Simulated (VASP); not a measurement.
Output of a VASP run:

**OSZICAR**
```
       N       E                     dE             d eps       ncg     rms          rms(c)
DAV:   1     0.260935802387E+00    0.26094E+00   -0.13336E+03  1620   0.475E+02
DAV:   2    -0.298569668089E+01   -0.32466E+01   -0.31893E+01  2118   0.299E+01
DAV:   3    -0.300936989236E+01   -0.23673E-01   -0.22947E-01  2286   0.341E+00
DAV:   4    -0.300946328675E+01   -0.93394E-04   -0.83322E-04  2238   0.173E-01
DAV:   5    -0.300946368876E+01   -0.40202E-06   -0.39332E-06  2160   0.828E-03    0.971E-01
DAV:   6    -0.300280917027E+01    0.66545E-02   -0.44422E-04  2040   0.261E-01    0.621E-01
DAV:   7    -0.299528792989E+01    0.75212E-02   -0.17380E-03  1758   0.446E-01    0.333E-02
DAV:   8    -0.299530572173E+01   -0.17792E-04   -0.11901E-05  2568   0.308E-02    0.717E-03
DAV:   9    -0.299531017556E+01   -0.44538E-05   -0.11435E-06  1926   0.766E-03    0.645E-04
DAV:  10    -0.299531026293E+01   -0.87369E-07   -0.50655E-09  1440   0.687E-04
   1 F= -.35974059E+01 E0= -.35974059E+01  d E =0.000000E+00
```

File OUTCAR:
```
------------------------ aborting loop because EDIFF is reached ----------------------------------------
 Edisp (eV)   -0.60210
  FORCE on cell =-STRESS in cart. coord.  units (eV):
  Direction    XX          YY          ZZ          XY          YZ          ZX
  --------------------------------------------------------------------------------------
  Total      -0.06700    -0.06700     0.06506     0.00000     0.00000    -0.00000
  in kB      -2.48270    -2.48271     2.41086     0.00000     0.00000    -0.00000
  external pressure =       -0.85 kB  Pullay stress =        0.00 kB
  volume of cell :       43.23
      direct lattice vectors                 reciprocal lattice vectors
     1.575011231 -2.727999903  0.000000000     0.317458054 -0.183284464  0.000000000
     1.575011231  2.727999903  0.000000000     0.317458054  0.183284464  0.000000000
     0.000000000  0.000000000  5.031203579     0.000000000  0.000000000  0.198759598
 POSITION                                       TOTAL-FORCE (eV/Angst)
 -----------------------------------------------------------------------------------
      1.57501      0.90934      1.25780         0.000000      0.000000      0.000000
      1.57501     -0.90934      3.77340        -0.000000     -0.000000      0.000000
 -----------------------------------------------------------------------------------
    total drift:                               -0.000001     -0.000006      0.000001
  FREE ENERGIE OF THE ION-ELECTRON SYSTEM (eV)
  ---------------------------------------------------
  free  energy   TOTEN  =        -3.5974058889 eV

  energy  without entropy=       -3.5974058889  energy(sigma->0) =       -3.59740589

 total charge

# of ion       s       p       d       tot
------------------------------------------
    1        0.208   0.139   0.013   0.360
    2        0.208   0.139   0.013   0.360
--------------------------------------------------
tot          0.416   0.279   0.025   0.720
```
(Selected blocks of OUTCAR.)

**POSCAR**
```
Mg
1
    1.5750112310    -2.7279999029     0.0000000000
    1.5750112310     2.7279999029     0.0000000000
    0.0000000000     0.0000000000     5.0312035788
Mg
2
Direct
  0.3333330000   0.6666670000   0.2500000000
  0.6666670000   0.3333330000   0.7500000000
```

**Question.** Reconstruct the remaining input files.

**Answer.** One answer among several that fit: the input of the run itself, PBE GGA with D3 dispersion (Becke-Johnson damping), plane waves, VASP's PBE PAW potentials (set 64).

**INCAR**
```
NEDOS=601   # DOS grid
LORBIT=11   # lm-projected
EDIFF=1E-7
ISIF=2   # forces and stress, cell fixed
ENCUT=520
ISMEAR=-5   # tetrahedra, Bloechl
ALGO=Normal   # blocked Davidson
LREAL=.FALSE.
SYSTEM=Mg
NELM=100
LCHARG=.TRUE.
PREC=Accurate
LWAVE=.FALSE.
GGA=PE
IVDW=12   # D3, Becke-Johnson
LASPH=.TRUE.
```

### KPOINTS
```
Automatic mesh
0
Gamma
15 15 8
0 0 0
```

POTCAR, in this order: Mg (PBE.64 set). Program: vasp_std.

For a metal the tetrahedron method with Blöchl corrections gives inexact stress and forces.

The compound is Mg in the hcp structure. It was relaxed first, which changed the volume by -7 %.
